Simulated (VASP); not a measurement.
Calculation: PBEsol GGA, VASP's PBE PAW potentials (set 64) (plane waves; VASP 6.6.1).

VASP ran on this input.

INCAR:
```
SYSTEM = HgTe
PREC = Accurate
ENCUT = 500
EDIFF = 1E-6
NELM = 100
ALGO = Normal
LREAL = .FALSE.
LASPH = .TRUE.
ISMEAR = 1
SIGMA = 0.1
GGA = PS
LMAXMIX = 6
LWAVE = .FALSE.
LCHARG = .FALSE.
IBRION = 2
ISIF = 3
NSW = 40
EDIFFG = -0.02
```

**KPOINTS**
```
Automatic mesh
0
Gamma
9 9 4
0 0 0
```

POSCAR:
```
HgTe
1.0
  4.1408153355   0.0000000000   0.0000000000
 -2.0704076677   3.5860513949   0.0000000000
  0.0000000000   0.0000000000   7.4034894572
Hg Te
2 2
Cartesian
  0.0000000000   0.0000000000   0.0000000000
  0.0000000000   0.0000000000   3.7017447286
 -0.0000020704   2.3907021253   1.8508723643
  2.0704097382   1.1953492696   5.5526170929
```

POTCAR, in this order: Hg Te (PBE.64 set). Program: vasp_std.

Question: What will the output report for the number of irreducible k-points (NKPTS), largest plane-wave count, number of space-group operations, FFT grid (NGX, NGY, NGZ)?

Answer: 
number of irreducible k-points (NKPTS): 36
largest plane-wave count: 2815
number of space-group operations: 24
FFT grid (NGX, NGY, NGZ): 30 × 30 × 54

The structure was generated: HgTe was put into the NiAs type type (P6_3/mmc), which need not be its known phase. This run relaxes it. Symmetry was kept, so distortions that lower it aren't found.
